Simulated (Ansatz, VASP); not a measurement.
# HfSiO4 (Hafnon) in two plane-wave programs

Wanted: the spread between two codes on one cell, functional and k mesh. The cell is taken from a series of runs on this material, whose earlier steps may have relaxed, scaled, displaced or heated it; both programs get it as it stands.

Main program and level: Ansatz 0.2.0; plane waves, with VASP 6.6.1 beside it; dielectric response at PBE.

## 1. Set-up

Symmetry: I4_1/amd, No. 141, tetragonal system. Conventional cell: a = 6.572 Å, b = 6.572 Å, c = 5.963 Å, α = 90.00°, β = 90.00°, γ = 90.00°. Hf has 8 O at 2.11 to 2.26 Å nearest. Nearest to Si lie 4 O at 1.62 Å. Nearest to O lie 1 Si at 1.62 Å and 2 Hf at 2.11 to 2.26 Å. Farther neighbours and most contacts between anions are not listed.

## 2. Ansatz: dielectric response, PBE

Ansatz runs on its default PAW (the set named soft_2) files.

The response to a field tests empty states and converges slowly with the mesh.

input.yaml

```yaml
crystal:
  lattice:
    - [-3.28625, 3.28625, 2.9816]
    - [3.28625, -3.28625, 2.9816]
    - [3.28625, 3.28625, -2.9816]
  atoms:
    - { symbol: Hf, position: [0.0, 0.0, 0.0] }
    - { symbol: Hf, position: [0.75, 0.25, 0.5] }
    - { symbol: Si, position: [0.5, 0.5, 0.0] }
    - { symbol: Si, position: [0.25, 0.75, 0.5] }
    - { symbol: O, position: [0.6802, 0.4957, 0.8155] }
    - { symbol: O, position: [0.2457, 0.9302, 0.3155] }
    - { symbol: O, position: [0.6802, 0.8647, 0.1845] }
    - { symbol: O, position: [0.6147, 0.9302, 0.6845] }
    - { symbol: O, position: [0.0698, 0.3853, 0.3155] }
    - { symbol: O, position: [0.5043, 0.3198, 0.1845] }
    - { symbol: O, position: [0.0698, 0.7543, 0.6845] }
    - { symbol: O, position: [0.1353, 0.3198, 0.8155] }
kpoints:
  mp_grid: { grid: [5, 5, 5] }
scf:
  occupations: { method: fixed }
hamiltonian:
  xc: pbe
  pseudopotentials: { kind: paw }
dielectric: {}
```

Started as:

```bash
$ ansatz run input.yaml --threads 4 --pin off --max-ram 8192MiB --backend cpu --events-out ev --progress --plain --runs-dir out
```

Numbers of over 12 decimals in the logs are rounded to 6 here.

What it wrote:

```text
Engine: ansatz 0.2.0, x86_64-unknown-linux-gnu
Pseudopotentials: kind: paw
Pseudopotential: Hf, paw, valence charge 26, recommended cutoff 420 eV (normal), Hf.paw.azcp
Pseudopotential: Si, paw, valence charge 4, recommended cutoff 420 eV (normal), Si.paw.azcp
Pseudopotential: O, paw, valence charge 6, recommended cutoff 420 eV (normal), O.paw.azcp
Functional definition: PBE
  parameter kappa = 0.804
  parameter beta = 0.066725
  exchange = pbe_x(kappa = kappa, mu = beta*pi^2/3)
  correlation = pbe_c(beta = beta)
Crystal: 12 atoms, lattice volume = 128.798 Å³
Basis set: ecut = 420 eV, 2513 PW (Γ), exchange–correlation on 80×80×80 points (8 copies of the dense FFT grid, shifted against one another)
Bands: 66, of which v1, the nominal top of the filled ones, is band 54 counted from 1 (53 counted from 0)
Symmetry: 16 space group operations
k-points: 39 of 125 (irreducible under 2 space group operations, time reversal used)
Non-local potential: Hf, projectors of the file, l = 0: 3, l = 1: 2, l = 2: 2, l = 3: 3
Non-local potential: Si, projectors of the file, l = 0: 2, l = 1: 2, l = 2: 2
Non-local potential: O, projectors of the file, l = 0: 2, l = 1: 2, l = 2: 1
PAW form: soft (Blöchl's): semilocal exchange-correlation on the pseudo side does not see the compensation charge
PAW one-centre angular grid: Hf, 590 points (default); XC on 64 Gauss nodes
PAW one-centre angular grid: Si, 110 points (default); XC on 64 Gauss nodes
PAW one-centre angular grid: O, 110 points (default); XC on 64 Gauss nodes
Initial density: superposition of atomic densities (neutral atoms: chi_scale 0, normalization atom), corrected by the library's trained network
Initial wavefunctions: pseudopotential atomic-orbital guess
Functional: x = pbe(κ = 0.804, μ = 0.219515), c = pbe(β = 0.066725)
SCF iter   1: F=—  HF=-37271.652921 eV  |F-HF|=—  |Δ(HF+E_count)|=         —  Δρ=1.99e-3  dr2=3.43e-3  ethr=1.77e-3  ⟨swp⟩=5.0  Hψ=9258  notcnv=0  defer=384
preconditioner: auto → Resta (q_TF=auto, 2.649 Å⁻¹)  ε∞=4.6  [insulator: Δε(μ)=5.434 eV  Ē_g=17.691 eV  n_scr=42 (ndim 8)  ℏωp=33.4 eV  f_vac=0.044  ε∞_Penn≈4.6]
SCF iter   2: F=—  HF=-37271.654334 eV  |F-HF|=—  |Δ(HF+E_count)|=   1.41e-3  Δρ=1.12e-3  dr2=8.41e-4  ethr=3.18e-6  ⟨swp⟩=2.2  Hψ=5082  notcnv=0  defer=390
SCF iter   3: F=—  HF=-37271.655084 eV  |F-HF|=—  |Δ(HF+E_count)|=   7.50e-4  Δρ=2.73e-4  dr2=1.26e-4  ethr=7.78e-7  ⟨swp⟩=2.0  Hψ=4365  notcnv=0  defer=390
SCF iter   4: F=—  HF=-37271.655099 eV  |F-HF|=—  |Δ(HF+E_count)|=   1.54e-5  Δρ=1.20e-4  dr2=2.21e-5  ethr=1.17e-7  ⟨swp⟩=2.0  Hψ=4467  notcnv=0  defer=328
SCF iter   5: F=—  HF=-37271.655101 eV  |F-HF|=—  |Δ(HF+E_count)|=   1.96e-6  Δρ=5.63e-5  dr2=6.11e-6  ethr=2.04e-8  ⟨swp⟩=2.8  Hψ=4439  notcnv=0  defer=153
SCF iter   6: F=—  HF=-37271.655098 eV  |F-HF|=—  |Δ(HF+E_count)|=   2.98e-6  Δρ=2.87e-5  dr2=9.65e-7  ethr=5.66e-9  ⟨swp⟩=2.0  Hψ=4523  notcnv=0  defer=149
SCF iter   7: F=—  HF=-37271.655099 eV  |F-HF|=—  |Δ(HF+E_count)|=   2.20e-7  Δρ=1.06e-5  dr2=1.23e-7  ethr=8.94e-10  ⟨swp⟩=2.0  Hψ=4219  notcnv=0  defer=149
SCF iter   8: F=—  HF=-37271.655099 eV  |F-HF|=—  |Δ(HF+E_count)|=   3.93e-8  Δρ=1.90e-6  dr2=4.36e-9  ethr=1.13e-10  ⟨swp⟩=2.0  Hψ=4531  notcnv=0  defer=149
SCF iter   9: F=—  HF=-37271.655099 eV  |F-HF|=—  |Δ(HF+E_count)|=   5.06e-9  Δρ=3.27e-7  dr2=1.13e-10  ethr=4.04e-12  ⟨swp⟩=2.0  Hψ=4219  notcnv=0  defer=149
SCF iter  10: F=-37271.655099 eV  HF=-37271.655099 eV  |F-HF|=1.46e-11  |Δ(HF+E_count)|=  1.53e-10  Δρ=1.05e-7  dr2=1.38e-11  ethr=1.00e-12  ⟨swp⟩=10.1  Hψ=7995  notcnv=0
SCF 1 converged in 10 iterations: F = -37271.655099 eV  dr2 = 1.38e-11
  greatest PAW one-centre occupation: 0.999 electrons in one spin orbital (limit 2), on the Hf atom at site 1 (counted from 0), in its partial waves of l = 0
NSCF: frozen V_eff on 7 k-points
DFPT response loops at Γ: preconditioner auto → none (the input reference at scf.mixing.eps_inf says where Resta's filter doesn't serve); β = 0.50; Broyden in place of MSR1
SCF converged after 10 iterations
Free energy (F): -37271.655099 eV
Harris-Foulkes:  -37271.655099 eV  (|F-HF|=1.46e-11)
Internal energy: -37271.655099 eV  (E = F + TS)
E sigma→0 (E₀):  -37271.655099 eV
Fermi energy:    10.083325 eV
--- Per-component energies (eV) ---
  E_band       = -205.021567
  E_kinetic    = 2351.631968
  E_local      = -15936.178970  (includes V_loc(G=0)·N_el)
  E_nonlocal   = -2052.164732
  E_hartree    = 7130.604268
  E_xc         = -1305.817641
  E_vxc        = -1386.180313  (∫ρ·V_xc dr)
  E_paw        = -16148.338373  (= ΣΔE_a)
  E_vpaw       = 2556.642128  (= ΣTr[D̂ρ^β])
  E_aug_tail   = 0.020032  (compensation charges beyond the density's cutoff)
  E_ewald      = -11311.411650
  E_smearing   = -0.000000  (= −TS)
  E_closure    = -0.000000  (closes the sum)
  Σ components = -37271.655099   (vs F -37271.655099, Δ=0.00e0)
--- Band table (eV; the first three rows and the last of 39) ---
  k-point 0: bands = [... 50 lower, 9.5204, 9.5204, 9.5375, 10.0833, 15.9281, 16.1983, 16.3382, 16.3813, ... 8 higher]
  k-point 1: bands = [... 50 lower, 9.2775, 9.3933, 9.5411, 9.9208, 15.7903, 15.8946, 16.2913, 16.3583, ... 8 higher]
  k-point 2: bands = [... 50 lower, 9.2059, 9.2609, 9.4782, 9.5925, 15.5811, 15.5967, 16.4635, 16.4962, ... 8 higher]
  k-point 38: bands = [... 50 lower, 9.1766, 9.2832, 9.3902, 9.7031, 15.9087, 16.0122, 16.5494, 16.7868, ... 8 higher]
--- Dielectric response (ions clamped): 2 representative field directions + reference, on 39 of 125 k-points (Σ response iterations 18) ---
  k mesh reduced under 2 symmetry operations, with k and −k counted as one. Each operation leaves every solved perturbation unchanged. A smaller set is not considered because the run solves the response to a homogeneous field
  ε∞ (high-frequency dielectric tensor):
        3.857123     0.000000     0.000000
        0.000000     3.857123     0.000000
        0.000000     0.000000     4.079904
  Born effective charges Z* (e; rows j = field, columns β = displacement):
    site 0:
         5.29317   -0.00000   -0.00000
         0.00000    5.29317   -0.00000
         0.00000    0.00000    4.63317
    site 1:
         5.29317   -0.00000   -0.00000
        -0.00000    5.29317   -0.00000
         0.00000    0.00000    4.63317
    site 2:
         3.17450    0.00000   -0.00000
        -0.00000    3.17450    0.00000
         0.00000    0.00000    4.31711
    site 3:
         3.17450   -0.00000   -0.00000
         0.00000    3.17450    0.00000
         0.00000    0.00000    4.31711
    site 4:
        -3.08895    0.00000    0.34321
         0.00000   -1.14488    0.00000
         0.18512    0.00000   -2.23757
    site 5:
        -1.14488   -0.00000   -0.00000
        -0.00000   -3.08895    0.34321
         0.00000    0.18512   -2.23757
    site 6:
        -3.08895   -0.00000   -0.34321
        -0.00000   -1.14488   -0.00000
        -0.18512    0.00000   -2.23757
    site 7:
[...]
site 8:
[...]
site 9:
[...]
0.00000   -3.08895    0.34321
         0.00000    0.18512   -2.23757
    site 10:
        -3.08895   -0.00000    0.34321
         0.00000   -1.14488    0.00000
         0.18512    0.00000   -2.23757
    site 11:
        -1.14488    0.00000   -0.00000
        -0.00000   -3.08895   -0.34321
         0.00000   -0.18512   -2.23757
  Z* charge neutrality: 3.030e-5 e pre-enforcement
  k-mesh period / interband length: 27.6 Å / 1.13 Å = 24.54 at k = (0.0000, 0.0000, 0.4000), direct gap 5.989 eV — 14 or more, which is no proof of convergence
```

[end of part 1 of 2]

[Lines on the potential files, build, host, timing and source positions are cut from VASP's logs without a mark.]

[Logs are printed without paths, hosts, clocks, repeated set-up lines and the standing remarks that a program may print on its own settings, such as how far it seeks lower states.]

[Hosts, paths, dates, database ids (printed as entryN), source tags and the programs' standing remarks are cut or masked in the printed files.]
